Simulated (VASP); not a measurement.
# Ru: relaxation of cell and atoms with PBE

The system is Ru.

```
Ru
1.0
     2.70580    0.00000    0.00000
    -1.35290    2.34329    0.00000
     0.00000    0.00000    4.28190
Ru
2
Direct
  0.33333 0.66667 0.25000
  0.66667 0.33333 0.75000
```

- Program: VASP 6.6.1
- Task: relaxation of cell and atoms
- Functional: PBE
- Potentials or basis: VASP PAW PBE potentials, release 64 (Ru)
- Cutoff: 300 eV
- k mesh: 8 × 8 × 5
- Occupations: methfessel-paxton, width 0.1 eV
- Spin: no spin polarisation
- Further INCAR settings: ALGO = Normal; EDIFF = 1e-06; IBRION = 2; EDIFFG = -0.01; NSW = 90; ISIF = 3

- Relaxed volume: 13.61 Å³/atom
- Relaxed cell: a = 2.711 Å, b = 2.711 Å, c = 4.276 Å, α = 90.00°, β = 90.00°, γ = 120.00°
- Space group after relaxing (to 0.05 Å): P6_3/mmc (No. 194)
- Energy gained by relaxing: 0.2 meV/atom
- Ionic steps: 5
- Pressure after relaxing: 0.0 GPa
- Band gap on the k mesh: none (metal or under the smearing width)

Step by step:
```tsv
step	energy change (eV)	largest force (eV/Å)	pressure (GPa)	volume (Å³)
1	0.0000	0.0000	0.85	27.15
2	0.0012	0.0000	-2.35	27.43
3	-0.0004	0.0000	-0.24	27.24
4	-0.0004	0.0000	0.28	27.20
5	-0.0005	0.0000	0.02	27.22
```

Final structure:
```
CELL_PARAMETERS angstrom
2.71145 0.00000 0.00000
-1.35573 2.34819 0.00000
0.00000 0.00000 4.27568
ATOMIC_POSITIONS crystal
Ru 0.33333 0.66667 0.25000
Ru 0.66667 0.33333 0.75000
```

Levels at points of the mesh, in eV from the Fermi level:
```
           k point  band 5  band 6  band 7  band 8  band 9  band 10  band 11  band 12
(0.00, 0.00, 0.00)   -2.39   -1.91   -1.91   -1.42   -1.42     1.16     1.16     1.32
(0.50, 0.00, 0.00)   -2.06   -1.81   -1.51    1.38    1.81     1.90     4.02     6.07
```

Run time: 10 s on 1 thread of Intel(R) Xeon(R) Platinum 8488C (Sapphire Rapids), on a shared host, peak memory 0.12 GiB.
